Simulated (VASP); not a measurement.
Here is the system:

```xyz
2
Lattice="1.3800 -2.3902 0.0000 1.3800 2.3902 0.0000 0.0000 0.0000 4.4600" Properties=species:S:1:pos:R:3 pbc="T T T"
Re     1.3800     0.7967     1.1150
Re     1.3800    -0.7967     3.3450
```

Computed with SCAN meta-GGA, VASP's PBE PAW potentials (set 64) (plane waves; VASP). Numerical set-up: 520 eV cut-off, 14×14×8 Γ-centred mesh, first-order Methfessel-Paxton smearing of 0.10 eV, potentials Re.

Energy and stress use the plane-wave basis of the starting cell.

Question: The ions, cell shape and volume are relaxed. Give the cell that the relaxation ends in.

Answer: 
```xyz
2
Lattice="1.3670 -2.3677 0.0000 1.3670 2.3677 0.0000 0.0000 0.0000 4.4307" Properties=species:S:1:pos:R:3 pbc="T T T"
Re     1.3670     0.7892     1.1077
Re     1.3670    -0.7892     3.3230
```
Space group P6_3/mmc (194), at a tolerance of 0.03 Å.

Question: How do energy and volume change from the first to the last step?

Answer: The energy (σ→0) changes by -12.0 meV/atom and the volume by -2.5 %, in 9 ionic steps.

The compound is Re in the hcp structure. This run relaxes it. Symmetry was kept, so distortions that lower it aren't found.
